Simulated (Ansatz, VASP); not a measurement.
**Cross-check of TiGe between VASP and Ansatz**

One calculation is typed for both programs; each brings its own data sets. How far apart do they land? The cell is generated by rule, not measured, and may not be a known phase. The cell is taken from a series of runs on this material, whose earlier steps may have relaxed, scaled, displaced or heated it; both programs get it as it stands.

Method: plane waves, with VASP 6.6.1 beside it; PBEsol, in Ansatz 0.2.0.

The structure was built from a prototype and need not be the compound's stable phase.

## (1) Starting point

It takes space group P6_3/mmc (No. 194, hexagonal). The conventional cell has a = 3.574 Å, b = 3.574 Å, c = 5.718 Å, α = 90.00°, β = 90.00°, γ = 120.00°. Ti has 6 Ge at 2.51 Å nearest. Ge has 6 Ti at 2.51 Å nearest. Farther neighbours are not listed.

## (2) Ansatz: single point, PBEsol

Ansatz runs on its default PAW (the set named soft_2) files.

A single point takes one fixed geometry, so differences don't come from the geometry; what else differs is listed under the comparison.

Input file input.yaml:

```yaml
crystal:
  lattice:
    - [3.57351, 0.0, 0.0]
    - [-1.78675, 3.09475, 0.0]
    - [0.0, 0.0, 5.71761]
  atoms:
    - { symbol: Ti, position: [0.0, 0.0, 0.0] }
    - { symbol: Ti, position: [0.0, 0.0, 0.5] }
    - { symbol: Ge, position: [0.333333, 0.666667, 0.25] }
    - { symbol: Ge, position: [0.666667, 0.333333, 0.75] }
kpoints:
  mp_grid: { grid: [6, 6, 4] }
hamiltonian:
  xc: pbesol
scf:
  occupations: { method: gaussian, width: 0.1 }
output:
  forces: true
  stress: true
  eigenvalues: true
```

Launch:

```
ansatz run input.yaml --threads 4 --pin off --max-ram 7168MiB --backend cpu --events-out ev --progress --plain --runs-dir out
```

Numbers of over 12 decimals in the logs are rounded to 6 here.

The log of the run:

```text
Warning: the atoms were moved onto the symmetric positions of the space group found under crystal.symmetry.tolerance 1.0e-5 (fractional; no operation is sought that the atoms, as they stand in a round, miss by more than twice it, and no atom is moved by as much as it), and the run uses the moved positions. Before a round's move an operation carried an atom to 3.57e-6 Å from where it should land, the largest such dist [...]
Engine: ansatz 0.2.0, aarch64-unknown-linux-gnu
Pseudopotentials: kind: paw
Pseudopotential: Ti, paw, valence charge 12, recommended cutoff 420 eV (normal), Ti.paw.azcp
Pseudopotential: Ge, paw, valence charge 14, recommended cutoff 420 eV (normal), Ge.paw.azcp
Functional definition: PBEsol
  exchange = pbesol_x
  correlation = pbesol_c
Crystal: 4 atoms, lattice volume = 63.232 Å³
Basis set: ecut = 420 eV, 1237 PW (Γ), exchange–correlation on 48×48×80 points (8 copies of the dense FFT grid, shifted against one another)
Bands: 32, of which v1, the nominal top of the filled ones, is band 26 counted from 1 (25 counted from 0)
Symmetry: 24 space group operations
Space group: P63/mmc (ITA 194), of the structure as read, at distance tolerance 4.0e-5 Å
k-points: 21 of 144
Non-local potential: Ti, projectors of the file, l = 0: 3, l = 1: 2, l = 2: 3, l = 3: 1
Non-local potential: Ge, projectors of the file, l = 0: 2, l = 1: 2, l = 2: 3, l = 3: 1
PAW form: soft (Blöchl's): semilocal exchange-correlation on the pseudo side does not see the compensation charge
PAW frozen core: Ti, regenerated for the run's functional, and the local potential with it (the file was generated under x = pbe(κ = 0.804, μ = 0.219515), c = pbe(β = 0.066725))
PAW frozen core: Ge, regenerated for the run's functional, and the local potential with it (the file was generated under x = pbe(κ = 0.804, μ = 0.219515), c = pbe(β = 0.066725))
PAW one-centre angular grid: Ti, 590 points (default); XC on 64 Gauss nodes
PAW one-centre angular grid: Ge, 590 points (default); XC on 64 Gauss nodes
Initial density: superposition of atomic densities (neutral atoms: chi_scale 0, normalization atom), corrected by the library's trained network
Initial wavefunctions: pseudopotential atomic-orbital guess
Functional: x = pbesol(κ = 0.804, μ = 0.123457), c = pbesol(β = 0.046)
SCF iter   1: F=—  HF=-13456.074681 eV  |F-HF|=—  |Δ(HF+E_count)|=         —  Δρ=1.03e-2  dr2=7.52e-2  ethr=1.77e-3  ⟨swp⟩=5.1  Hψ=2393  notcnv=0
preconditioner: auto → Kerker (q_TF=auto, 2.641 Å⁻¹)  [metal: Δε(μ)=0.043 eV  Ē_g=16.550 eV  σ=0.100 eV  W_gap=0.24  n_scr=22 (ndim 8)  ℏωp=28.0 eV  f_vac=0.000  D(μ)=2.58/eV (n_scr^D=22)]
SCF iter   2: F=—  HF=-13456.059723 eV  |F-HF|=—  |Δ(HF+E_count)|=   1.50e-2  Δρ=4.27e-3  dr2=1.36e-2  ethr=1.45e-4  ⟨swp⟩=2.0  Hψ=946  notcnv=0  defer=30
SCF iter   3: F=—  HF=-13456.056807 eV  |F-HF|=—  |Δ(HF+E_count)|=   2.92e-3  Δρ=1.03e-3  dr2=7.38e-4  ethr=2.61e-5  ⟨swp⟩=2.0  Hψ=776  notcnv=0  defer=30
SCF iter   4: F=—  HF=-13456.056678 eV  |F-HF|=—  |Δ(HF+E_count)|=   1.29e-4  Δρ=3.55e-4  dr2=8.77e-5  ethr=1.42e-6  ⟨swp⟩=2.0  Hψ=1015  notcnv=0  defer=30
SCF iter   5: F=—  HF=-13456.056622 eV  |F-HF|=—  |Δ(HF+E_count)|=   5.56e-5  Δρ=1.30e-4  dr2=1.46e-5  ethr=1.69e-7  ⟨swp⟩=2.0  Hψ=1015  notcnv=0  defer=30
SCF iter   6: F=—  HF=-13456.056592 eV  |F-HF|=—  |Δ(HF+E_count)|=   3.01e-5  Δρ=3.15e-5  dr2=4.46e-7  ethr=2.81e-8  ⟨swp⟩=3.0  Hψ=1088  notcnv=0  defer=30
SCF iter   7: F=-13456.056592 eV  HF=-13456.056592 eV  |F-HF|=9.90e-10  |Δ(HF+E_count)|=   8.91e-8  Δρ=6.24e-6  dr2=1.95e-8  ethr=1.92e-10  ⟨swp⟩=8.0  Hψ=2563  notcnv=0
SCF 1 converged in 7 iterations: F = -13456.056592 eV  dr2 = 1.95e-8
  greatest PAW one-centre occupation: 0.999 electrons in one spin orbital (limit 2), on the Ti atom at site 1 (counted from 0), in its partial waves of l = 0
SCF converged after 7 iterations
Free energy (F): -13456.056592 eV
Harris-Foulkes:  -13456.056592 eV  (|F-HF|=9.90e-10)
Internal energy: -13456.042941 eV  (E = F + TS)
E sigma→0 (E₀):  -13456.049767 eV
Entropy (-TS):   -0.013651 eV (-3.413 meV/atom)
Fermi energy:    13.394100 eV
--- Per-component energies (eV) ---
  E_band       = -442.356680
  E_kinetic    = 781.070099
  E_local      = -5766.513127  (includes V_loc(G=0)·N_el)
  E_nonlocal   = 858.915618
  E_hartree    = 2515.817637
  E_xc         = -350.247969
  E_vxc        = -381.488615  (∫ρ·V_xc dr)
  E_paw        = -6002.350632  (= ΣΔE_a)
  E_vpaw       = -965.972317  (= ΣTr[D̂ρ^β])
  E_aug_tail   = 0.000829  (compensation charges beyond the density's cutoff)
  E_ewald      = -5494.850037
  E_core_change = 2.114641  (= ΣΔE_core)
  E_smearing   = -0.013651  (= −TS)
  E_closure    = -0.000000  (closes the sum)
  Σ components = -13456.056592   (vs F -13456.056592, Δ=0.00e0)
--- Forces (eV/Å), atoms counted from 1 ---
  atom   1  Ti     0.00000000     0.00000000     0.00000000
  atom   2  Ti     0.00000000    -0.00000000     0.00000000
  atom   3  Ge    -0.00000000    -0.00000000     0.00000000
  atom   4  Ge     0.00000000     0.00000000     0.00000000
  max |Σ_I F_I| component: 9.25e-17 eV/Å
--- Stress (GPa, compression-positive) ---
       11.690973       0.000000       0.000000
        0.000000      11.690973       0.000000
        0.000000       0.000000      29.148203
  P = ⅓ Tr σ = 17.5100 GPa (175.100 kbar)
--- Band table (eV; the first three rows and the last of 21) ---
  k-point 0: bands = [... 22 lower, 11.7213, 12.5773, 13.8424, 13.8424, 14.1607, 14.1607, 15.9154, 15.9154, ... 2 higher]
  k-point 1: bands = [... 22 lower, 11.9700, 12.5467, 13.6188, 13.6188, 14.0393, 14.0393, 15.3259, 15.3259, ... 2 higher]
  k-point 2: bands = [... 22 lower, 12.6701, 12.6701, 12.6701, 12.6701, 14.5817, 14.5817, 14.5817, 14.5817, ... 2 higher]
  k-point 20: bands = [... 22 lower, 11.2054, 11.2054, 12.2566, 12.2566, 14.4103, 14.4103, 15.2247, 15.2247, ... 2 higher]
```

The run ends at a pressure of 17.51 GPa.

## (3) VASP: single point, PBEsol

The same cell, functional, mesh and smearing now go to VASP, with its own data sets.

Lines of VASP's logs that name or quote its potential files are left out, and so is its time.

Input file INCAR:

```
SYSTEM = TiGe
PREC = Accurate
ENCUT = 500
EDIFF = 1E-06
NELM = 120
ISMEAR = 0
SIGMA = 0.1
LREAL = .FALSE.
ALGO = Normal
GGA = PS
NBANDS = 32
LASPH = .TRUE.
LORBIT = 11
LWAVE = .FALSE.
LCHARG = .FALSE.
ISIF = 2
GGA_COMPAT = .FALSE.
```

Input file POSCAR:

```
TiGe
1.0
    3.5735100000      0.0000000000      0.0000000000
   -1.7867500000      3.0947500000      0.0000000000
    0.0000000000      0.0000000000      5.7176100000
Ti Ge
2 2
Direct
    0.0000000000      0.0000000000      0.0000000000
    0.0000000000      0.0000000000      0.5000000000
    0.3333333333      0.6666666667      0.2500000000
    0.6666666667      0.3333333333      0.7500000000
```

Input file KPOINTS:

```
Automatic mesh
0
Gamma
6 6 4
0 0 0
```

PAW data sets: Ti_sv and Ge_d (PBE family, release 64).

Launch:

```
mpirun -np 1 vasp_std
```

The log of the run:

```text
[banner, memory and clock lines left out]
running    1 mpi-ranks, on    1 nodes
 distrk:  each k-point on    1 cores,    1 groups
 distr:  one band on    1 cores,    1 groups

 POSCAR found type information on POSCAR TiGe
 POSCAR found :  2 types and       4 ions
|                                                                             |
|               ----> ADVICE to this user running VASP <----                  |
|                                                                             |
|     You enforced a specific xc type in the INCAR file but a different       |
|     [... a line on the potential file left out ...]
|     I HOPE YOU KNOW WHAT YOU ARE DOING!                                     |
|                                                                             |

 LDA part: xc-table for (Slater+PW92), standard interpolation
 POSCAR, INCAR and KPOINTS ok, starting setup
 FFT: planning ... GRIDC
 FFT: planning ... GRID_SOFT
 FFT: planning ... GRID
 WAVECAR not read
 entering main loop
       N       E                     dE             d eps       ncg     rms          rms(c)
DAV:   1     0.537976087197E+03    0.53798E+03   -0.25163E+04  1576   0.375E+03
DAV:   2     0.571654551279E+02   -0.48081E+03   -0.47060E+03  1352   0.794E+02
DAV:   3    -0.245000538423E+02   -0.81666E+02   -0.80832E+02  1840   0.220E+02
DAV:   4    -0.317107239889E+02   -0.72107E+01   -0.71523E+01  1952   0.612E+01
DAV:   5    -0.319701998547E+02   -0.25948E+00   -0.25943E+00  1808   0.107E+01    0.176E+01
DAV:   6    -0.280083400757E+02    0.39619E+01   -0.31821E+01  1656   0.403E+01    0.460E+00
DAV:   7    -0.278186310542E+02    0.18971E+00   -0.35254E+00  1800   0.168E+01    0.359E+00
DAV:   8    -0.277998054274E+02    0.18826E-01   -0.35226E-01  1784   0.487E+00    0.799E-01
DAV:   9    -0.277980201614E+02    0.17853E-02   -0.65783E-02  1696   0.227E+00    0.461E-01
DAV:  10    -0.277994980816E+02   -0.14779E-02   -0.46393E-03  1880   0.628E-01    0.518E-02
DAV:  11    -0.277994662914E+02    0.31790E-04   -0.92412E-04  1952   0.297E-01    0.632E-02
DAV:  12    -0.277994636690E+02    0.26224E-05   -0.12656E-04  1856   0.757E-02    0.168E-02
DAV:  13    -0.277994635739E+02    0.95108E-07   -0.76812E-06  1632   0.262E-02
   1 F= -.27799464E+02 E0= -.27792632E+02  d E =-.136629E-01
```

OUTCAR, selected parts (step 3):

```text
ion  position               nearest neighbor table
   1  0.000  0.000  0.000-   3 2.51   4 2.51   3 2.51   4 2.51   4 2.51   3 2.51   2 2.86   2 2.86

  LATTYP: Found a hexagonal cell.
 ALAT       =     3.5735100000
 C/A-ratio  =     1.5999983210

 Subroutine GETGRP returns: Found 24 space group operations
 (whereof 12 operations were pure point group operations)

The static configuration has the point symmetry D_3d.
 The point group associated with its full space group is D_6h.

 Found     21 irreducible k-points:

   k-points           NKPTS =     21   k-points in BZ     NKDIM =     21   number of bands    NBANDS=     32

   dimension x,y,z NGX =    28 NGY =   28 NGZ =   42
   dimension x,y,z NGXF=    56 NGYF=   56 NGZF=   84

   ENCUT  =  500.0 eV  36.75 Ry    6.06 a.u.   6.52  6.52 10.42*2*pi/ulx,y,z

   NELECT =      52.0000    total number of electrons

 k-points in reciprocal lattice and weights: Automatic mesh
   0.00000000  0.00000000  0.00000000       0.007
   0.16666667 -0.00000000  0.00000000       0.042
   0.33333333 -0.00000000  0.00000000       0.042
   0.50000000 -0.00000000  0.00000000       0.021
   0.16666667  0.16666667  0.00000000       0.042
   0.33333333  0.16666667  0.00000000       0.083
   0.33333333  0.33333333  0.00000000       0.014
   0.00000000  0.00000000  0.25000000       0.014
   0.16666667 -0.00000000  0.25000000       0.083
[...]
0.33333333  0.16666667  0.50000000       0.083
   0.33333333  0.33333333  0.50000000       0.014

 average (electrostatic) potential at core
       1 -72.1263       2 -72.1263       3 -69.5988       4 -69.5988

 E-fermi :   8.0815

 k-point     1 :       0.0000    0.0000    0.0000
  band No.  band energies     occupation
    ...
     20       0.6150      2.00000
     21       3.2153      2.00000
     22       6.4089      2.00000
     23       6.4089      2.00000
     24       7.2701      2.00000
     25       8.5296      0.00000
     26       8.5296      0.00000
     27       8.8432      0.00000
     28       8.8432      0.00000
     29      10.5954      0.00000
    ...

 k-point     2 :       0.1667   -0.0000    0.0000
  band No.  band energies     occupation
    ...
     22       6.0901      2.00000
     23       6.5390      2.00000
     24       7.1306      2.00000
     25       7.8690      1.99734
     26       8.0810      1.00535
     27       8.2043      0.08232
     28       9.1186      0.00000
     29      10.2708      0.00000
     30      10.5713      0.00000
     31      11.2209      0.00000
    ...

 k-point     3 :       0.3333   -0.0000    0.0000
  band No.  band energies     occupation
    ...
     22       4.9800      2.00000
     23       6.3680      2.00000
     24       6.5432      2.00000
     25       7.0882      2.00000
     26       7.3969      2.00000
     27       8.2560      0.01358
     28       9.7529      0.00000
     29       9.9102      0.00000
     30      10.5477      0.00000
     31      10.6059      0.00000
    ...

  Total        4.6174486      4.6174472     11.4787614      0.0000075      0.0000000      0.0000000
  in kB      116.9977598    116.9977265    290.8509649      0.0001890      0.0000000      0.0000000
  external PRESSURE =     174.9488171 kB  Pullay stress =       0.0000000 kB

  energy-cutoff  :      500.00
  volume of cell :       63.23
      direct lattice vectors                 reciprocal lattice vectors
     3.573510000  0.000000000  0.000000000     0.279836911  0.161563487  0.000000000
    -1.786750000  3.094750000  0.000000000     0.000000000  0.323127878  0.000000000
     0.000000000  0.000000000  5.717610000     0.000000000  0.000000000  0.174898253

 POSITION                                       TOTAL-FORCE (eV/Angst)
 -----------------------------------------------------------------------------------
      0.00000      0.00000      0.00000        -0.000000      0.000000      0.000000
      0.00000      0.00000      2.85880        -0.000000      0.000000      0.000000
      0.00000      2.06317      1.42940         0.000000      0.000000      0.000000
      1.78676      1.03158      4.28821        -0.000000      0.000000     -0.000000
 -----------------------------------------------------------------------------------
    total drift:                                0.000000     -0.000000      0.000000

  FREE ENERGIE OF THE ION-ELECTRON SYSTEM (eV)
  ---------------------------------------------------
  free  energy   TOTEN  =       -27.7994635739 eV

  energy  without entropy=      -27.7858007233  energy(sigma->0) =      -27.79263215

 total charge
# of ion       s       p       d       tot
------------------------------------------
    1        2.211   6.188   2.005  10.404
    2        2.211   6.188   2.005  10.404
    3        1.174   1.448  10.025  12.647
    4        1.174   1.448  10.025  12.647
--------------------------------------------------
tot          6.770  15.271  24.061  46.102

[... 3 further parts left out ...]
```

The k-mesh is coarse for a metal.

The run ends at a pressure of 17.49 GPa.

## (4) Side by side

Known differences besides the potentials themselves: the cutoff is 420 eV in Ansatz and 500 eV in VASP; Ansatz makes its cores anew for this functional, VASP keeps those of its PBE data sets. Total energies have different zeros and are not compared.

Both answers:

```tsv
quantity	Ansatz	VASP	difference
pressure (GPa)	17.51	17.49	+0.02
```

## (5) Outcome

```
difference in pressure (single point, PBEsol) : 0.015 GPa
```

**Reading.** The difference in pressure is 0.015 GPa (single point, PBEsol), within the 1 GPa picked in this series as the mark of a large difference. Such differences can come from data sets, numerical settings and the points named under the comparisons, not from the functional's error against experiment.

[Lines on the potential files, build, host, timing and source positions are cut from VASP's logs without a mark.]

[Logs are printed without paths, hosts, clocks, repeated set-up lines and the standing remarks that a program may print on its own settings, such as how far it seeks lower states.]

[Hosts, paths, dates, database ids (printed as entryN), source tags and the programs' standing remarks are cut or masked in the printed files.]
